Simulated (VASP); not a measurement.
Level of theory: PBEsol GGA, VASP's PBE PAW potentials (set 64) (plane waves; VASP 6.6.1).

VASP input:

KPOINTS:
```
Automatic
0
Gamma
8 5 1
0 0 0
```

### INCAR
```
PREC=Normal
LVHAR=.TRUE.
IDIPOL=3
DIPOL=0.5 0.5 0.5
NELM=100   # most electronic steps
ISMEAR=1   # Methfessel-Paxton
LDIPOL=.TRUE.
LASPH=.TRUE.   # aspherical one-centre terms
LREAL=.FALSE.   # projection in real space or not
SIGMA=0.1   # width (eV)
SYSTEM=Na(211) slab
GGA=PS   # PBEsol
EDIFF=1E-6   # SCF stop (eV)
LCHARG=.FALSE.
ALGO=Normal   # blocked Davidson
LWAVE=.FALSE.
ENCUT=400
LORBIT=11
NELMIN=4
```

POSCAR:
```
Na(211) slab
1.0
  3.6074894910   0.0000000000   0.0000000000
  0.0000000000   5.8910062411   0.0000000000
  0.0000000000   0.0000000000  24.8710225173
Na
6
Direct
  0.6197134987   0.7500000000   0.3385848905
  0.0580607206   0.2500000000   0.3955285493
  0.3137112300   0.7500000000   0.4700734951
  0.6862887700   0.2500000000   0.5299265049
  0.9419392794   0.7500000000   0.6044714507
  0.3802865013   0.2500000000   0.6614151095
```

POTCAR, in this order: Na_pv (PBE.64 set). Program: vasp_std. Read from the step before: WAVECAR.

Task: Predict the energy per atom (σ→0), band gap (on the k-mesh).

Result: 
* **energy per atom (σ→0)**: -1.286 eV/atom
* **band gap (on the k-mesh)**: none (metal, semimetal or under 0.01 eV)

File OSZICAR:
```
       N       E                     dE             d eps       ncg     rms          rms(c)
DAV:   1    -0.771535509942E+01   -0.77154E+01   -0.64591E-06   748   0.244E-02    0.163E-03
DAV:   2    -0.771535492142E+01    0.17800E-06   -0.10593E-06   506   0.102E-02    0.731E-04
DAV:   3    -0.771535491561E+01    0.58099E-08   -0.16865E-07   392   0.385E-03    0.377E-04
DAV:   4    -0.771535492145E+01   -0.58462E-08   -0.47157E-08   379   0.220E-03
   1 F= -.77153549E+01 E0= -.77150567E+01  d E =-.894584E-03
```

The cell is a thin slab with vacuum, built from Na (bcc): (211) face.
